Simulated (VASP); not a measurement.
Input for VASP

File POSCAR:
```
BN
1
    0.0000000000     1.8127176363     1.8127176363
    1.8127176363    -0.0000000000     1.8127176363
    1.8127176363     1.8127176363    -0.0000000000
B N
1 1
Direct
  0.0000000000   0.0000000000   0.0000000000
  0.2500000000   0.2500000000   0.2500000000
```

INCAR:
```
LREAL  =  .False.
IBRION  =  2   # conjugate gradients
EDIFFG  =  -0.01
LWAVE  =  .False.
SYSTEM  =  BN
ALGO  =  Normal   # blocked Davidson
LCHARG  =  .False.
SIGMA  =  0.05   # width (eV)
PSTRESS  =  200   # kbar
ENCUT  =  600   # plane-wave cut-off (eV)
LASPH  =  .True.
ISIF  =  3   # ions, shape and volume
NSW  =  40
GGA  =  PE   # PBE
ISMEAR  =  0   # Gaussian
NELM  =  100
PREC  =  Accurate
EDIFF  =  1E-7
```

**KPOINTS**
```
Automatic mesh
0
Gamma
12 12 12
0 0 0
```

POTCAR, in this order: B N (PBE.64 set). Program: vasp_std.

Question: Write an equivalent input for Ansatz.

Answer: One equivalent input (not run):
Ansatz 0.2 input:
```yaml
crystal:
  lattice:
    - [0.0000000, 1.8127176, 1.8127176]
    - [1.8127176, 0.0000000, 1.8127176]
    - [1.8127176, 1.8127176, 0.0000000]
  atoms:
    - { symbol: B, position: [0.0000000, 0.0000000, 0.0000000] }
    - { symbol: N, position: [0.2500000, 0.2500000, 0.2500000] }
kpoints:
  mp_grid: { grid: [12, 12, 12] }
hamiltonian:
  xc: pbe
  pseudopotentials: { kind: paw }
scf:
  occupations: { method: gaussian, width: 0.05 }
  max_iter: 100
relax:
  max_steps: 40
  f_tol: 0.01
  cell: { p_target: 20 }
output: { forces: true, stress: true, eigenvalues: true }
```
What does not carry over: each code has its own PAW files, so the cut-off isn't converted (ENCUT is set for VASP's; basis.ecutwfc is left out, and Ansatz then takes the one that its files recommend); Ansatz stops its SCF on the density residual and VASP on the energy change (EDIFF).

The compound is BN in the zinc blende structure. This run relaxes it under an external pressure of 20 GPa. Symmetry was kept, so distortions that lower it aren't found.
